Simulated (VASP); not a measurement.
Consider the following.

```
CELL_PARAMETERS angstrom
      1.54539    -2.67670     0.00000
      1.54539     2.67670     0.00000
      0.00000     0.00000     4.94872
ATOMIC_POSITIONS crystal
  Al 0.66667 0.33333 0.50007
  Al 0.33333 0.66667 0.00007
  N  0.66667 0.33333 0.88193
  N  0.33333 0.66667 0.38193
```

Method: LDA (Ceperley-Alder, Perdew-Zunger), VASP's LDA PAW potentials (set 64) (plane waves; VASP). Settings: 620 eV cut-off, 8×8×5 Γ-centred mesh, Gaussian smearing of 0.050 eV, potentials Al N.

What does the run give for the energy per atom (σ→0)?

energy per atom (σ→0): -8.211 eV/atom

The compound is AlN in the wurtzite structure. It was relaxed first.
